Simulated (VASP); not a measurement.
Runs of VASP 6.6.1 on Fe. It takes space group Im-3m (No. 229, cubic). Conventional cell: a = 2.859 Å, b = 2.859 Å, c = 2.859 Å, α = 90.00°, β = 90.00°, γ = 90.00°. Fe (site symmetry m-3m) has 8 Fe at 2.48 Å as nearest neighbours. 

```tsv
task	level	potentials or basis	spin	cell	k mesh	cutoff (eV)	mesh quality	gap on the mesh (eV)	pressure (GPa)	moment (μB)	relaxed volume (Å³/atom)
relaxation of cell and atoms	PBE+D3(BJ)	VASP PAW PBE potentials, release 64 (Fe)	collinear, ferromagnetic start	relaxed	20 × 20 × 20	600	not flagged	none	0.0	(b)	11.02
relaxation of cell and atoms	PBEsol	VASP PAW PBE potentials, release 64 (Fe)	collinear, ferromagnetic start	relaxed	20 × 20 × 20	480	not flagged	none	-0.1	2.09	10.81
relaxation of cell and atoms	LDA	VASP PAW LDA potentials, release 64 (Fe)	collinear, ferromagnetic start	relaxed	20 × 20 × 20	600	not flagged	none	0.0	1.97	10.38
relaxation of cell and atoms	PBEsol	VASP PAW PBE potentials, release 64 (Fe)	collinear, ferromagnetic start	relaxed	8 × 8 × 8	600	coarse	none	0.1	2.00	(a)
relaxation of cell and atoms	RPBE	VASP PAW PBE potentials, release 64 (Fe)	collinear, ferromagnetic start	relaxed	20 × 20 × 20	600	not flagged	none	0.0	2.27	11.73
relaxation of cell and atoms	PBEsol	VASP PAW PBE potentials, release 64 (Fe)	collinear, ferromagnetic start	relaxed	20 × 20 × 20	580	not flagged	none	-0.1	2.09	10.80
relaxation of cell and atoms	PBEsol	VASP PAW PBE potentials, release 64 (Fe)	collinear, ferromagnetic start	relaxed	20 × 20 × 20	600	not flagged	none	0.0	2.09	10.80
relaxation of cell and atoms	PBE	VASP PAW PBE potentials, release 64 (Fe)	collinear, ferromagnetic start	relaxed	20 × 20 × 20	600	not flagged	none	0.0	2.20	11.35
single point	PBEsol	VASP PAW PBE potentials, release 64 (Fe)	collinear, ferromagnetic start	as given	20 × 20 × 20	520	not flagged	none	-13.8	2.25	-
relaxation of cell and atoms	PBEsol	VASP PAW PBE potentials, release 64 (Fe)	off	relaxed	20 × 20 × 20	600	not flagged	none	0.0	-	10.08
```

Alike in all rows: smearing gaussian 0.1 eV.

**Question.** Estimate the missing entries.

**Answer.** (a) 10.74; (b) 2.12.

Caveats: some runs use coarse meshes; the PAW data sets were made with another functional, which shifts forces and pressure a little (some runs); pairwise dispersion overbinds metals, which lowers pressure and volume (some runs); the volume moved by -11 % from the deposited cell, more than functionals usually miss (some runs); the volume moved by -14 % from the deposited cell, more than functionals usually miss (some runs).

A gap of «none» marks a metal or a gap under the smearing width.
